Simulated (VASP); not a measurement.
Computed with r2SCAN meta-GGA, VASP's PBE PAW potentials (set 64) (plane waves; VASP 6.6.1).

Input for VASP

**INCAR**
```
SYSTEM = Mo
PREC = Accurate
ENCUT = 400
EDIFF = 1E-7
NELM = 100
ALGO = Normal
LREAL = .FALSE.
LASPH = .TRUE.
ISMEAR = -5
METAGGA = R2SCAN
LMIXTAU = .TRUE.
LMAXMIX = 4
LWAVE = .FALSE.
LCHARG = .FALSE.
LORBIT = 11
NEDOS = 601
ISIF = 2
LEFG = .TRUE.
```

File KPOINTS:
```
K-points
0
Gamma
9 9 13
0 0 0
```

POSCAR:
```
Mo
1
    4.6565717739     0.0000000000     0.0000000000
   -2.3282858870     4.0327095991     0.0000000000
    0.0000000000     0.0000000000     2.5460046637
Mo
3
Direct
  0.0000000000   0.0000000000   0.0000000000
  0.3333330000   0.6666670000   0.5000000000
  0.6666670000   0.3333330000   0.5000000000
```

File KPOINTS_OPT:
```
k-points along high-symmetry lines
6
Line-mode
Reciprocal
  0.000000   0.000000   0.000000 ! GAMMA
  0.500000   0.000000   0.000000 ! M

  0.500000   0.000000   0.000000 ! M
  0.333333   0.333333   0.000000 ! K

  0.333333   0.333333   0.000000 ! K
  0.000000   0.000000   0.000000 ! GAMMA

  0.000000   0.000000   0.000000 ! GAMMA
  0.000000   0.000000   0.500000 ! A

  0.000000   0.000000   0.500000 ! A
  0.500000   0.000000   0.500000 ! L

  0.500000   0.000000   0.500000 ! L
  0.333333   0.333333   0.500000 ! H

  0.333333   0.333333   0.500000 ! H
  0.000000   0.000000   0.500000 ! A

  0.500000   0.000000   0.500000 ! L
  0.500000   0.000000   0.000000 ! M

  0.333333   0.333333   0.500000 ! H
  0.333333   0.333333   0.000000 ! K
```

POTCAR, in this order: Mo_sv (PBE.64 set). Program: vasp_std.

The resulting files:

OSZICAR:
```
       N       E                     dE             d eps       ncg     rms          rms(c)
DAV:   1     0.353572698766E+03    0.35357E+03   -0.23570E+04  4232   0.149E+03
DAV:   2    -0.829240337024E+02   -0.43650E+03   -0.43253E+03  4787   0.497E+02
DAV:   3    -0.956287772418E+02   -0.12705E+02   -0.12411E+02  5703   0.760E+01
DAV:   4    -0.957622244326E+02   -0.13345E+00   -0.13256E+00  4573   0.720E+00
DAV:   5    -0.957646235238E+02   -0.23991E-02   -0.23924E-02  5567   0.865E-01    0.302E+01
DAV:   6    -0.782785114325E+02    0.17486E+02   -0.11232E+01  4260   0.328E+01    0.417E+00
DAV:   7    -0.752790910673E+02    0.29994E+01   -0.28543E+00  4601   0.109E+01    0.281E+00
DAV:   8    -0.767682356742E+02   -0.14891E+01   -0.16374E+00  4910   0.728E+00    0.178E+00
DAV:   9    -0.776815240094E+02   -0.91329E+00   -0.38845E-01  4780   0.636E+00    0.420E-01
DAV:  10    -0.769000932954E+02    0.78143E+00   -0.32142E-01  4239   0.549E+00    0.243E-01
DAV:  11    -0.768997639359E+02    0.32936E-03   -0.55715E-03  5500   0.539E-01    0.238E-01
DAV:  12    -0.768956452956E+02    0.41186E-02   -0.19513E-02  4707   0.127E+00    0.360E-01
DAV:  13    -0.769007245305E+02   -0.50792E-02   -0.13998E-02  4299   0.104E+00    0.203E-01
DAV:  14    -0.769022069459E+02   -0.14824E-02   -0.87092E-04  5127   0.273E-01    0.171E-01
DAV:  15    -0.769021396331E+02    0.67313E-04   -0.81491E-04  4650   0.241E-01    0.779E-02
DAV:  16    -0.769021672306E+02   -0.27597E-04   -0.64532E-05  5910   0.572E-02    0.414E-02
DAV:  17    -0.769021672208E+02    0.97725E-08   -0.16181E-06  4462   0.975E-03    0.366E-02
DAV:  18    -0.769021807112E+02   -0.13490E-04   -0.80273E-06  4690   0.228E-02    0.182E-02
DAV:  19    -0.769021673500E+02    0.13361E-04   -0.13671E-05  5139   0.265E-02    0.189E-03
DAV:  20    -0.769021718078E+02   -0.44578E-05   -0.38055E-07  4796   0.400E-03    0.123E-03
DAV:  21    -0.769021693425E+02    0.24654E-05   -0.47563E-08  2403   0.210E-03    0.173E-03
DAV:  22    -0.769021713150E+02   -0.19725E-05   -0.73756E-08  2315   0.257E-03    0.638E-04
DAV:  23    -0.769021702980E+02    0.10169E-05   -0.12794E-08  2269   0.888E-04    0.164E-04
DAV:  24    -0.769021702849E+02    0.13154E-07   -0.25509E-09  2262   0.341E-04
   1 F= -.76902170E+02 E0= -.76902170E+02  d E =0.000000E+00
       N       E                     dE             ncg
```

**OUTCAR**
```
------------------------ aborting loop because EDIFF is reached ----------------------------------------
  FORCE on cell =-STRESS in cart. coord.  units (eV):
  Direction    XX          YY          ZZ          XY          YZ          ZX
  --------------------------------------------------------------------------------------
  Total        0.2025724      0.2025724     -0.0436200     -0.0000000     -0.0000000     -0.0000000
  in kB        6.7884156      6.7884161     -1.4617534     -0.0000000     -0.0000000     -0.0000000
  external PRESSURE =       4.0383594 kB  Pullay stress =       0.0000000 kB
  volume of cell :       47.81
      direct lattice vectors                 reciprocal lattice vectors
     4.656571774  0.000000000  0.000000000     0.214750260  0.123986116  0.000000000
    -2.328285887  4.032709599  0.000000000     0.000000000  0.247972232  0.000000000
     0.000000000  0.000000000  2.546004664     0.000000000  0.000000000  0.392772258
 POSITION                                       TOTAL-FORCE (eV/Angst)
 -----------------------------------------------------------------------------------
      0.00000      0.00000      0.00000        -0.000000      0.000000      0.000000
     -0.00000      2.68847      1.27300         0.000000     -0.000000      0.000000
      2.32829      1.34424      1.27300        -0.000000      0.000000      0.000000
 -----------------------------------------------------------------------------------
    total drift:                               -0.000000      0.000000      0.000000
  FREE ENERGIE OF THE ION-ELECTRON SYSTEM (eV)
  ---------------------------------------------------
  free  energy   TOTEN  =       -76.9021702849 eV

  energy  without entropy=      -76.9021702849  energy(sigma->0) =      -76.90217028

 total charge

# of ion       s       p       d       tot
------------------------------------------
    1        2.363   6.198   3.859  12.420
    2        2.380   6.183   3.982  12.545
    3        2.380   6.183   3.982  12.545
--------------------------------------------------
tot          7.123  18.564  11.823  37.510

 Electric field gradients after diagonalization (V/A^2)
 (convention: |V_zz| > |V_xx| > |V_yy|)
----------------------------------------------------------------------
 ion       V_xx      V_yy      V_zz     asymmetry (V_yy - V_xx)/ V_zz
----------------------------------------------------------------------
   1     -40.680   -40.679    81.359       0.000
   2     -51.843   -51.842   103.685       0.000
   3     -51.843   -51.842   103.685       0.000
```
(Selected blocks of OUTCAR.)

For a metal the tetrahedron method with Blöchl corrections gives inexact stress and forces.

The structure was generated: Mo was put into the omega type (P6/mmm), which need not be its known phase. It was relaxed first.
